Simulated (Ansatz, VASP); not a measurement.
# Cross-check of Rb2NbF6 between VASP and Ansatz, part 2 of 2

Wanted: the spread between two codes on one cell, functional and k mesh. The cell is generated by rule, not measured, and may not be a known phase. The two relaxations start from unlike cells of this crystal (the structure described is Ansatz's start), so only their ends are compared.

VASP 6.6.1 and Ansatz 0.2.0.

So far: The starting structure; VASP: relaxation of cell and atoms, LDA.

The structure was built from a prototype and need not be the compound's stable phase.

## Step 3: Ansatz: relaxation of cell and atoms, LDA

Level of this step: Ansatz beside VASP: Kohn-Sham DFT, plane waves, LDA (Ansatz).

Ansatz runs on its default PAW (the set named soft_2) files.

Its own start cell and the same functional (in two slightly different forms), mesh and smearing now go to Ansatz, which takes its cutoff from its data sets.

Contents of input.yaml:

```yaml
crystal:
  lattice:
    - [0.0, 4.39622428, 4.39622428]
    - [4.39622428, 0.0, 4.39622428]
    - [4.39622428, 4.39622428, 0.0]
  atoms:
    - { symbol: Rb, position: [0.25, 0.25, 0.25] }
    - { symbol: Rb, position: [0.75, 0.75, 0.75] }
    - { symbol: Nb, position: [0.0, 0.0, 0.0] }
    - { symbol: F, position: [0.2365666385, 0.2365666385, 0.7634333615] }
    - { symbol: F, position: [0.7634333615, 0.7634333615, 0.2365666385] }
    - { symbol: F, position: [0.2365666385, 0.7634333615, 0.2365666385] }
    - { symbol: F, position: [0.7634333615, 0.2365666385, 0.7634333615] }
    - { symbol: F, position: [0.7634333615, 0.2365666385, 0.2365666385] }
    - { symbol: F, position: [0.2365666385, 0.7634333615, 0.7634333615] }
kpoints:
  mp_grid: { grid: [4, 4, 4] }
hamiltonian:
  xc: lda
scf:
  occupations: { method: fermi_dirac, width: 0.02 }
relax:
  f_tol: 0.01
  max_steps: 80
  cell: {}
```

The run is started by

```console
$ ansatz run input.yaml --threads 8 --pin off --max-ram 14745MiB --backend cpu --events-out ev --progress --plain --runs-dir out
```

Numbers of over 12 decimals in the logs are rounded to 6 here.

What it wrote:

```text
Engine: ansatz 0.2.0, aarch64-unknown-linux-gnu
Pseudopotentials: kind: paw
Pseudopotential: Rb, paw, valence charge 9, recommended cutoff 420 eV (normal), Rb.paw.azcp
Pseudopotential: Nb, paw, valence charge 13, recommended cutoff 420 eV (normal), Nb.paw.azcp
Pseudopotential: F, paw, valence charge 7, recommended cutoff 420 eV (normal), F.paw.azcp
Functional definition: SPW92
  exchange = slater_x
  correlation = pw_c
Crystal: 9 atoms, lattice volume = 169.930 Å³
Basis set: ecut = 420 eV, 3287 PW (Γ)
Bands: 46, of which v1, the nominal top of the filled ones, is band 37 counted from 1 (36 counted from 0)
Symmetry: 48 space group operations
Space group: Fm-3m (ITA 225), of the structure as read, at distance tolerance 5.5e-5 Å
k-points: 8 of 64
Non-local potential: Rb, projectors of the file, l = 0: 3, l = 1: 2, l = 2: 2
Non-local potential: Nb, projectors of the file, l = 0: 3, l = 1: 2, l = 2: 2, l = 3: 1
Non-local potential: F, projectors of the file, l = 0: 2, l = 1: 2, l = 2: 1
PAW form: soft (Blöchl's): semilocal exchange-correlation on the pseudo side does not see the compensation charge
PAW frozen core: Rb, regenerated for the run's functional, and the local potential with it (the file was generated under x = pbe(κ = 0.804, μ = 0.219515), c = pbe(β = 0.066725))
PAW frozen core: Nb, regenerated for the run's functional, and the local potential with it (the file was generated under x = pbe(κ = 0.804, μ = 0.219515), c = pbe(β = 0.066725))
PAW frozen core: F, regenerated for the run's functional, and the local potential with it (the file was generated under x = pbe(κ = 0.804, μ = 0.219515), c = pbe(β = 0.066725))
PAW one-centre angular grid: Rb, 110 points (default); XC on 64 Gauss nodes
PAW one-centre angular grid: Nb, 590 points (default); XC on 64 Gauss nodes
PAW one-centre angular grid: F, 110 points (default); XC on 64 Gauss nodes
Initial density: superposition of atomic densities (neutral atoms: chi_scale 0, normalization atom), corrected by the library's trained network
Initial wavefunctions: pseudopotential atomic-orbital guess
Functional: x = slater, c = lda
SCF iter   1: F=—  HF=-15555.422884 eV  |F-HF|=—  |Δ(HF+E_count)|=         —  Δρ=1.75e-2  dr2=4.50e-1  ethr=1.77e-3  ⟨swp⟩=6.1  Hψ=1446  notcnv=0  defer=2
preconditioner: auto → LDOS  [metal: Δε(μ)=0.015 eV  Ē_g=13.522 eV  σ=0.020 eV  W_gap=0.19  n_scr=26 (ndim 8)  ℏωp=22.2 eV  f_vac=0.140  D(μ)=30.86/eV (n_scr^D=536)  β→1.0]
SCF iter   2: F=—  HF=-15555.354378 eV  |F-HF|=—  |Δ(HF+E_count)|=   6.85e-2  Δρ=8.23e-3  dr2=1.48e-1  ethr=6.17e-4  ⟨swp⟩=2.5  Hψ=652  notcnv=0  defer=18
SCF iter   3: F=—  HF=-15555.352177 eV  |F-HF|=—  |Δ(HF+E_count)|=   2.20e-3  Δρ=7.44e-3  dr2=1.31e-1  ethr=2.03e-4  ⟨swp⟩=2.0  Hψ=385  notcnv=0  defer=18
SCF iter   4: F=—  HF=-15555.343208 eV  |F-HF|=—  |Δ(HF+E_count)|=   8.97e-3  Δρ=4.77e-3  dr2=7.91e-2  ethr=1.79e-4  ⟨swp⟩=2.0  Hψ=380  notcnv=0  defer=18
SCF iter   5: F=—  HF=-15555.332274 eV  |F-HF|=—  |Δ(HF+E_count)|=   1.09e-2  Δρ=3.48e-3  dr2=3.61e-2  ethr=1.08e-4  ⟨swp⟩=2.0  Hψ=374  notcnv=0  defer=18
SCF iter   6: F=—  HF=-15555.323967 eV  |F-HF|=—  |Δ(HF+E_count)|=   8.31e-3  Δρ=7.35e-4  dr2=1.06e-3  ethr=4.94e-5  ⟨swp⟩=3.0  Hψ=493  notcnv=0  defer=18
SCF iter   7: F=—  HF=-15555.323948 eV  |F-HF|=—  |Δ(HF+E_count)|=   1.90e-5  Δρ=1.53e-4  dr2=3.03e-5  ethr=1.46e-6  ⟨swp⟩=2.0  Hψ=674  notcnv=0  defer=18
SCF iter   8: F=—  HF=-15555.324100 eV  |F-HF|=—  |Δ(HF+E_count)|=   1.52e-4  Δρ=2.12e-5  dr2=6.94e-7  ethr=4.14e-8  ⟨swp⟩=2.0  Hψ=620  notcnv=0  defer=18
SCF iter   9: F=-15555.324100 eV  HF=-15555.324100 eV  |F-HF|=8.04e-9  |Δ(HF+E_count)|=   3.92e-7  Δρ=5.73e-6  dr2=4.11e-8  ethr=1.37e-10  ⟨swp⟩=2.9  Hψ=1594  notcnv=0
SCF 1 converged in 9 iterations: F = -15555.324100 eV  dr2 = 4.11e-8
  greatest PAW one-centre occupation: 0.997 electrons in one spin orbital (limit 2), on the Nb atom at site 2 (counted from 0), in its partial waves of l = 0
relax step   1: F+E_penalty+E_count = -15555.32410038 eV  Δ(F+E_penalty+E_count) = +0.000e0 eV  max|allowed force component| = 2.177e0 eV/Å  Δτ_max = 0.0000 Å  P = -10.261 GPa  Ω = 169.930 Å³  (9 SCF iters, dr2 threshold 1.00e-7 eV, accepted)
[...]
relax step   9: F+E_penalty+E_count = -15556.34815794 eV  Δ(F+E_penalty+E_count) = +1.164e-2 eV  max|allowed force component| = 3.756e-4 eV/Å  Δτ_max = 0.0000 Å  P = -0.102 GPa  Ω = 147.601 Å³  stress off target by 1.02e-1 GPa  SCF on the basis re-selected at this cell (its energy is not comparable with the rows above)  (9 SCF iters)
[...]
relax step  10: F+E_penalty+E_count = -15556.35049761 eV  Δ(F+E_penalty+E_count) = -2.340e-3 eV  max|allowed force component| = 1.915e-4 eV/Å  Δτ_max = 0.0022 Å  P = -0.008 GPa  Ω = 147.085 Å³  energy of the carried Pulay correction = +2.164e-3 eV  (8 SCF iters, dr2 threshold 2.58e-8 eV, accepted)
[...]
relax step  11: F+E_penalty+E_count = -15556.34843680 eV  Δ(F+E_penalty+E_count) = +2.061e-3 eV  max|allowed force component| = 1.375e-4 eV/Å  Δτ_max = 0.0000 Å  P = -0.019 GPa  Ω = 147.085 Å³  stress off target by 1.86e-2 GPa  SCF on the basis re-selected at this cell (its energy is not comparable with the rows above)  (8 SCF iters)
basis re-selected at this cell: Δ(F+E_penalty+E_count) = +2.061e-3 eV, ΔP = -0.010 GPa vs the last step (what re-selecting the basis moved, of the pressure what is left beyond the Pulay correction that the steps carried, after the strain that the cell walked since its last selection, with what the two solves' SCF thresholds leave and, on support functions, any second-order correction that the steps lacked; it is no m [...]
SCF converged after 8 iterations
Free energy (F): -15556.348437 eV
Harris-Foulkes:  -15556.348437 eV  (|F-HF|=7.28e-12)
Internal energy: -15556.316066 eV  (E = F + TS)
E sigma→0 (E₀):  -15556.332251 eV
Entropy (-TS):   -0.032371 eV (-3.597 meV/atom)
Fermi energy:    7.810449 eV
--- Per-component energies (eV) ---
  E_band       = -574.257017
  E_kinetic    = 2013.226016
  E_local      = -6263.353788  (includes V_loc(G=0)·N_el)
  E_nonlocal   = 930.742516
  E_hartree    = 2213.651300
  E_xc         = -900.681773
  E_vxc        = -1091.374274  (∫ρ·V_xc dr)
  E_paw        = -9135.875193  (= ΣΔE_a)
  E_vpaw       = -590.812215  (= ΣTr[D̂ρ^β])
  E_aug_tail   = 0.012053  (compensation charges beyond the density's cutoff)
  E_ewald      = -4415.684920
  E_core_change = 1.647723  (= ΣΔE_core)
  E_smearing   = -0.032371  (= −TS)
  E_closure    = 0.000000  (closes the sum)
  Σ components = -15556.348437   (vs F -15556.348437, Δ=0.00e0)
--- Forces (eV/Å), atoms counted from 1 ---
  atom   1  Rb    -0.00000000    -0.00000000     0.00000000
  atom   2  Rb     0.00000000     0.00000000     0.00000000
  atom   3  Nb     0.00000000    -0.00000000    -0.00000000
  atom   4  F     -0.00000000     0.00000000     0.00013750
  atom   5  F      0.00000000    -0.00000000    -0.00013750
  atom   6  F     -0.00000000     0.00013750    -0.00000000
  atom   7  F      0.00000000    -0.00013750     0.00000000
  atom   8  F      0.00013750    -0.00000000    -0.00000000
  atom   9  F     -0.00013750     0.00000000     0.00000000
  max |Σ_I F_I| component: 1.22e-17 eV/Å
--- Stress (GPa, compression-positive) ---
       -0.018632      -0.000000      -0.000000
       -0.000000      -0.018632      -0.000000
       -0.000000      -0.000000      -0.018632
  P = ⅓ Tr σ = -0.0186 GPa (-0.186 kbar)
--- Relaxed structure (8 steps of the walk, 8 accepted, 3 SCFs on fresh bases) ---
  F+E_penalty+E_count = -15556.34843680 eV   max|allowed force component| = 1.375e-4 eV/Å   (the final SCF, on the basis selected at the relaxed cell)
  cell:  # Å, volume = 147.0848 Å³
    - [0, 4.189664, 4.189664]
    - [4.189664, 0, 4.189664]
    - [4.189664, 4.189664, 0]
  atoms:
    - { symbol: Rb, position: [0.25, 0.25, 0.25] }
    - { symbol: Rb, position: [0.75, 0.75, 0.75] }
    - { symbol: Nb, position: [9.309950858860199e-19, 5.14479256438842e-19, -1.0406045146879004e-18] }
    - { symbol: F, position: [0.233730, 0.233730, 0.766270] }
    - { symbol: F, position: [0.766270, 0.766270, 0.233730] }
    - { symbol: F, position: [0.233730, 0.766270, 0.233730] }
    - { symbol: F, position: [0.766270, 0.233730, 0.766270] }
    - { symbol: F, position: [0.766270, 0.233730, 0.233730] }
    - { symbol: F, position: [0.233730, 0.766270, 0.766270] }
```

In the SCF lines HF is the Harris–Foulkes energy and dr2 the Hartree energy of the density residual, in eV; the loop may stop once dr2 is under the threshold and the program's other checks hold. Hψ counts applications of the Hamiltonian.

## Step 4: Comparison

Known differences besides the potentials themselves: the two LDA forms differ slightly; the cutoff is 420 eV in Ansatz and 600 eV in VASP; VASP's log shows a relativistic correction to its local exchange, Ansatz's none; Ansatz adds a Pulay correction to the stress that steers its cell, VASP none. Total energies have different zeros and are not compared.

The two programs side by side:

```tsv
quantity	Ansatz	VASP	difference
volume (Å³)	147.08	145.86	+0.84 %
edge a after relaxation, in the typed setting (Å)	5.925	5.909	+0.28 %
```

## Step 5: Summary of results

* difference in volume (relaxation of cell and atoms, LDA): 0.84 %

In words: The difference in volume is 0.84 % (relaxation of cell and atoms, LDA), within the 1.2 % picked in this series as the mark of a large difference, as far as the stopping tolerances let one tell. Such differences can come from data sets, numerical settings and the points named under the comparisons, not from the functional's error against experiment.

[Lines on the potential files, build, host, timing and source positions are cut from VASP's logs without a mark.]

[Logs are printed without paths, hosts, clocks, repeated set-up lines and the standing remarks that a program may print on its own settings, such as how far it seeks lower states.]

[Hosts, paths, dates, database ids (printed as entryN), source tags and the programs' standing remarks are cut or masked in the printed files.]
